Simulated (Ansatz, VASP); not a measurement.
**Hf (Hafnium) in two plane-wave programs**

One calculation is typed for both programs; each brings its own data sets. How far apart do they land? The cell is taken from a series of runs on this material, whose earlier steps may have relaxed, scaled, displaced or heated it; both programs get it as it stands.

Main program and level: Ansatz 0.2.0; plane waves, with VASP 6.6.1 beside it; zone-centre phonons at LDA.

## 1. Set-up

It takes space group P6_3/mmc (No. 194, hexagonal). Conventional cell: a = 3.121 Å, b = 3.121 Å, c = 4.939 Å, α = 90.00°, β = 90.00°, γ = 120.00°. Hf has 12 Hf at 3.06 to 3.12 Å nearest.

Coordinates:

```xyz
2
Lattice="3.1206 0.0000 0.0000 -1.5603 2.7025 0.0000 0.0000 0.0000 4.9394" Properties=species:S:1:pos:R:3 pbc="T T T"
Hf    0.0000    1.8017    1.2349
Hf    1.5603    0.9008    3.7046
```

## 2. VASP: zone-centre phonons, LDA

Second derivatives magnify differences that forces hide, and they need a tight electronic threshold.

Lines of VASP's logs that name or quote its potential files are left out, and so is its time.

Input file INCAR:

```
SYSTEM = Hf
PREC = Accurate
ENCUT = 500
EDIFF = 1E-08
NELM = 120
ISMEAR = 1
SIGMA = 0.2
LREAL = .FALSE.
ALGO = Normal
GGA = PW92
NBANDS = 16
LASPH = .TRUE.
LORBIT = 11
LWAVE = .FALSE.
LCHARG = .FALSE.
ISIF = 2
IBRION = 8
GGA_COMPAT = .FALSE.
KPAR = 2
```

Input file POSCAR:

```
Hf
1.0
    3.1206126508      0.0000000000      0.0000000000
   -1.5603063254      2.7025298310      0.0000000000
    0.0000000000      0.0000000000      4.9394305582
Hf
2
Direct
    0.3333333334      0.6666666668      0.2500000000
    0.6666666668      0.3333333334      0.7500000000
```

Input file KPOINTS:

```
Automatic mesh
0
Gamma
15 15 8
0 0 0
```

The projector-augmented-wave data sets are Hf_pv (LDA family, release 64).

Run with:

```
$ mpirun -np 2 vasp_std
```

Numbers of over 12 decimals in the logs are rounded to 6 here.

What it wrote:

```text
[banner, memory and clock lines left out]
running    2 mpi-ranks, on    1 nodes
 distrk:  each k-point on    1 cores,    2 groups
 distr:  one band on    1 cores,    1 groups

 POSCAR found type information on POSCAR Hf
 POSCAR found :  1 types and       2 ions
|                                                                             |
|               ----> ADVICE to this user running VASP <----                  |
|                                                                             |
|     You enforced a specific xc type in the INCAR file but a different       |
|     [... a line on the potential file left out ...]
|     I HOPE YOU KNOW WHAT YOU ARE DOING!                                     |
|                                                                             |

 LDA part: xc-table for (Slater(with rela. corr.)+PW92), standard interpolation
 POSCAR, INCAR and KPOINTS ok, starting setup
 FFT: planning ... GRIDC
 FFT: planning ... GRID_SOFT
 FFT: planning ... GRID
 WAVECAR not read
 entering main loop
       N       E                     dE             d eps       ncg     rms          rms(c)
DAV:   1     0.473898231069E+02    0.47390E+02   -0.11424E+04  4320   0.117E+03
DAV:   2    -0.205057788709E+02   -0.67896E+02   -0.66478E+02  5712   0.254E+02
DAV:   3    -0.220569103413E+02   -0.15511E+01   -0.15442E+01  5808   0.264E+01
DAV:   4    -0.220674368130E+02   -0.10526E-01   -0.10525E-01  5304   0.265E+00
DAV:   5    -0.220675594649E+02   -0.12265E-03   -0.12265E-03  5616   0.237E-01    0.682E+01
DAV:   6    -0.215585870751E+02    0.50897E+00   -0.43680E-01  5208   0.439E+00    0.402E+01
DAV:   7    -0.213768879533E+02    0.18170E+00   -0.69813E-01  5264   0.535E+00    0.187E+00
DAV:   8    -0.213684143219E+02    0.84736E-02   -0.42553E-02  5064   0.145E+00    0.338E-01
DAV:   9    -0.213684929421E+02   -0.78620E-04   -0.91849E-04  5768   0.221E-01    0.174E-01
DAV:  10    -0.213684896346E+02    0.33075E-05   -0.45359E-05  5264   0.486E-02    0.200E-01
DAV:  11    -0.213684864459E+02    0.31887E-05   -0.46018E-06  5664   0.143E-02    0.116E-02
DAV:  12    -0.213684864124E+02    0.33543E-07   -0.42932E-07  5120   0.452E-03    0.706E-03
DAV:  13    -0.213684863998E+02    0.12579E-07   -0.24724E-08  4408   0.117E-03    0.943E-04
DAV:  14    -0.213684864006E+02   -0.75329E-09   -0.16930E-09  3048   0.346E-04
   1 F= -.21368486E+02 E0= -.21369528E+02  d E =0.312559E-02
 Linear response reoptimize wavefunctions to high precision
DAV:   1    -0.213684864004E+02    0.11278E-09   -0.28113E-10  3256   0.132E-04
DAV:   2    -0.213684864005E+02   -0.79581E-11   -0.52264E-11  2768   0.563E-05
 Linear response DOF=           2
 Linear response progress:
  Degree of freedom:   1/  2
       N       E                     dE             d eps       ncg     rms          rms(c)
RMM:   1    -0.197625954580E+00   -0.19763E+00    0.46211E+00 18652   0.118E+01
RMM:   2    -0.202388389784E+00   -0.47624E-02   -0.37689E-02 27664   0.120E+00    0.609E-01
RMM:   3    -0.201669035938E+00    0.71935E-03   -0.42792E-03 34882   0.254E-01    0.123E-01
RMM:   4    -0.201330504081E+00    0.33853E-03   -0.47815E-04 41094   0.876E-02    0.195E-01
RMM:   5    -0.200957429697E+00    0.37307E-03   -0.42936E-05 38030   0.352E-02    0.153E-02
RMM:   6    -0.200872153338E+00    0.85276E-04   -0.19761E-05 42500   0.136E-02    0.316E-02
RMM:   7    -0.200879457855E+00   -0.73045E-05   -0.21832E-05 38198   0.569E-03    0.363E-02
RMM:   8    -0.200870771363E+00    0.86865E-05    0.22890E-07 38747   0.207E-03    0.144E-02
RMM:   9    -0.200869714588E+00    0.10568E-05   -0.54524E-06 41504   0.819E-04    0.729E-03
RMM:  10    -0.200869809162E+00   -0.94574E-07   -0.28723E-06 41801   0.371E-04    0.131E-03
RMM:  11    -0.200869468429E+00    0.34073E-06   -0.16710E-06 41196   0.248E-04    0.579E-04
RMM:  12    -0.200869463194E+00    0.52344E-08   -0.99170E-07 41367   0.960E-05    0.378E-05
RMM:  13    -0.200869497854E+00   -0.34660E-07   -0.61266E-07 41222   0.486E-05    0.104E-04
RMM:  14    -0.200869505635E+00   -0.77806E-08   -0.30186E-07 36765   0.327E-05    0.508E-06
RMM:  15    -0.200869516700E+00   -0.11065E-07   -0.18424E-07 35606   0.261E-05    0.327E-05
RMM:  16    -0.200869519369E+00   -0.26686E-08   -0.11499E-07 28326   0.222E-05    0.693E-06
RMM:  17    -0.200869523450E+00   -0.40809E-08   -0.80515E-08 28058   0.205E-05    0.459E-07
 first order change of Fermi-energy  -0.37661E-05
 force on displaced ion       1 direction 1 :  -1.689  -0.000   0.000
 Linear response progress:
  Degree of freedom:   2/  2
       N       E                     dE             d eps       ncg     rms          rms(c)
RMM:   1    -0.240392081472E+00   -0.24039E+00    0.49186E+00  6454   0.122E+01
RMM:   2    -0.250360243860E+00   -0.99682E-02   -0.43699E-02  9530   0.124E+00    0.754E-01
RMM:   3    -0.249637001057E+00    0.72324E-03   -0.33670E-03 11118   0.278E-01    0.215E-01
RMM:   4    -0.249459208639E+00    0.17779E-03   -0.19482E-04 13240   0.942E-02    0.208E-01
RMM:   5    -0.249231059657E+00    0.22815E-03    0.23070E-05 13045   0.418E-02    0.505E-02
RMM:   6    -0.249150186463E+00    0.80873E-04    0.44646E-05 11212   0.181E-02    0.462E-02
RMM:   7    -0.249176072662E+00   -0.25886E-04   -0.23839E-05 12407   0.639E-03    0.178E-02
RMM:   8    -0.249175622206E+00    0.45046E-06    0.24294E-05 13191   0.309E-03    0.308E-03
RMM:   9    -0.249169560329E+00    0.60619E-05    0.19718E-05 13605   0.160E-03    0.174E-03
RMM:  10    -0.249169890421E+00   -0.33009E-06    0.12569E-05 12892   0.510E-04    0.493E-04
RMM:  11    -0.249169885895E+00    0.45255E-08    0.11818E-05 13523   0.216E-04    0.113E-04
RMM:  12    -0.249170365959E+00   -0.48006E-06    0.60213E-06 14064   0.793E-05    0.489E-05
RMM:  13    -0.249170506580E+00   -0.14062E-06    0.41729E-06 13150   0.473E-05    0.235E-05
RMM:  14    -0.249170738559E+00   -0.23198E-06    0.17047E-06 13824   0.313E-05    0.676E-06
RMM:  15    -0.249170802294E+00   -0.63736E-07    0.92033E-07 11979   0.228E-05    0.505E-06
RMM:  16    -0.249170859068E+00   -0.56774E-07    0.26454E-07 10417   0.198E-05    0.131E-06
RMM:  17    -0.249170855776E+00    0.32927E-08    0.28163E-07  8772   0.182E-05    0.469E-07
RMM:  18    -0.249170877710E+00   -0.21935E-07    0.20983E-08  8104   0.174E-05    0.450E-07
RMM:  19    -0.249170868394E+00    0.93166E-08    0.10377E-07  7717   0.170E-05    0.422E-07
RMM:  20    -0.249170877856E+00   -0.94624E-08   -0.14109E-08  6997   0.167E-05    0.245E-07
 first order change of Fermi-energy  -0.15899E-03
 force on displaced ion       1 direction 3 :  -0.000   0.000  -4.158
 Linear response finished
```

OUTCAR, selected parts (step 2):

```text
ion  position               nearest neighbor table
   1  0.333  0.667  0.250-   2 3.06   2 3.06   2 3.06   2 3.06   2 3.06   2 3.06
   2  0.667  0.333  0.750-   1 3.06   1 3.06   1 3.06   1 3.06   1 3.06   1 3.06

  LATTYP: Found a hexagonal cell.
 ALAT       =     3.1206126508
 C/A-ratio  =     1.5828400096

 Subroutine GETGRP returns: Found 24 space group operations
 (whereof 12 operations were pure point group operations)

The static configuration has the point symmetry D_3d.
 The point group associated with its full space group is D_6h.

 Found    135 irreducible k-points:

   k-points           NKPTS =    135   k-points in BZ     NKDIM =    135   number of bands    NBANDS=     16

   dimension x,y,z NGX =    24 NGY =   24 NGZ =   36
   dimension x,y,z NGXF=    48 NGYF=   48 NGZF=   72

   ENCUT  =  500.0 eV  36.75 Ry    6.06 a.u.   5.69  5.69  9.01*2*pi/ulx,y,z

   NELECT =      20.0000    total number of electrons

 k-points in reciprocal lattice and weights: Automatic mesh
   0.00000000  0.00000000  0.00000000       0.001
   0.06666667  0.00000000  0.00000000       0.003
   0.13333333  0.00000000  0.00000000       0.003
   0.20000000  0.00000000  0.00000000       0.003
   0.26666667  0.00000000  0.00000000       0.003
   0.33333333  0.00000000  0.00000000       0.003
   0.40000000  0.00000000  0.00000000       0.003
   0.46666667  0.00000000  0.00000000       0.003
   0.06666667  0.06666667  0.00000000       0.003
[...]
0.33333333  0.26666667  0.50000000       0.007
   0.33333333  0.33333333  0.50000000       0.001

 average (electrostatic) potential at core
       1 -36.9533       2 -36.9533

  Total       -0.0036324     -0.0036324     -0.0109242      0.0000000      0.0000000      0.0000000
  in kB       -0.1397069     -0.1397069     -0.4201585      0.0000000      0.0000000      0.0000000
  external PRESSURE =      -0.2331908 kB  Pullay stress =       0.0000000 kB

  energy-cutoff  :      500.00
  volume of cell :       41.66
      direct lattice vectors                 reciprocal lattice vectors
     3.120612651  0.000000000  0.000000000     0.320449896  0.185011834  0.000000000
    -1.560306325  2.702529831  0.000000000     0.000000000  0.370023668  0.000000000
     0.000000000  0.000000000  4.939430558     0.000000000  0.000000000  0.202452487

 POSITION                                       TOTAL-FORCE (eV/Angst)
 -----------------------------------------------------------------------------------
      0.00000      1.80169      1.23486         0.000000     -0.000000      0.000000
      1.56031      0.90084      3.70457        -0.000000      0.000000      0.000000
 -----------------------------------------------------------------------------------
    total drift:                               -0.000000     -0.000000      0.000000

 Eigenvectors and eigenvalues of the dynamical matrix
 ----------------------------------------------------

   1 f  =    3.374518 THz    21.202722 2PiTHz  112.561805 cm-1    13.955879 meV
             X         Y         Z           dx          dy          dz
      0.000000  1.801687  1.234858     0.000000    0.000000    0.707107
      1.560306  0.900843  3.704573     0.000000    0.000000   -0.707107

   2 f  =    2.150372 THz    13.511185 2PiTHz   71.728684 cm-1     8.893219 meV
             X         Y         Z           dx          dy          dz
      0.000000  1.801687  1.234858     0.000000   -0.707107    0.000000
      1.560306  0.900843  3.704573    -0.000000    0.707107    0.000000

   3 f  =    2.150372 THz    13.511185 2PiTHz   71.728684 cm-1     8.893219 meV
             X         Y         Z           dx          dy          dz
      0.000000  1.801687  1.234858    -0.707107   -0.000000   -0.000000
      1.560306  0.900843  3.704573     0.707107    0.000000   -0.000000

   4 f  =    0.000000 THz     0.000000 2PiTHz    0.000001 cm-1     0.000000 meV
             X         Y         Z           dx          dy          dz
      0.000000  1.801687  1.234858    -0.051554    0.085957    0.699967
      1.560306  0.900843  3.704573    -0.051554    0.085957    0.699967

   5 f/i=    0.000000 THz     0.000000 2PiTHz    0.000000 cm-1     0.000000 meV
             X         Y         Z           dx          dy          dz
      0.000000  1.801687  1.234858     0.704763   -0.019110    0.054254
      1.560306  0.900843  3.704573     0.704763   -0.019110    0.054254

   6 f/i=    0.000000 THz     0.000000 2PiTHz    0.000001 cm-1     0.000000 meV
             X         Y         Z           dx          dy          dz
      0.000000  1.801687  1.234858    -0.025512   -0.701603    0.084279
      1.560306  0.900843  3.704573    -0.025512   -0.701603    0.084279

 ELASTIC MODULI CONTR FROM IONIC RELAXATION (kBar)
 Direction    XX          YY          ZZ          XY          YZ          ZX
 --------------------------------------------------------------------------------
 XX        -138.7414    138.7414      0.0000      0.0000      0.0000      0.0000
 YY         138.7414   -138.7414     -0.0000     -0.0000     -0.0000      0.0000
 ZZ           0.0000     -0.0000     -0.0000     -0.0000     -0.0000      0.0000
 XY           0.0000     -0.0000     -0.0000   -138.7414     -0.0000      0.0000
 YZ           0.0000     -0.0000     -0.0000     -0.0000     -0.0000      0.0000
 ZX           0.0000      0.0000      0.0000      0.0000      0.0000      0.0000
 --------------------------------------------------------------------------------
```

(Continued in part 2 of 2.)

[Lines on the potential files, build, host, timing and source positions are cut from VASP's logs without a mark.]

[Logs are printed without paths, hosts, clocks, repeated set-up lines and the standing remarks that a program may print on its own settings, such as how far it seeks lower states.]

[Hosts, paths, dates, database ids (printed as entryN), source tags and the programs' standing remarks are cut or masked in the printed files.]
